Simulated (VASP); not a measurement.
Input:

```
CELL_PARAMETERS angstrom
      0.00000     2.18000     2.18000
      2.18000     0.00000     2.18000
      2.18000     2.18000     0.00000
ATOMIC_POSITIONS crystal
  Si 0.00000 0.00000 0.00000
  C  0.25000 0.25000 0.25000
```

Computed with PBEsol GGA, VASP's PBE PAW potentials (set 64) (plane waves; VASP). Numerical set-up: 520 eV cut-off, Gaussian smearing of 0.050 eV, potentials Si C.

Predict the band gap (along the path) with the smallest direct gap where there is one.

```
Item                                    Value
------------------------------------  -------
band gap (along the path)             1.24 eV
smallest direct gap (along the path)  4.44 eV
```

The compound is SiC in the zinc blende structure. The cell was not relaxed at this level.
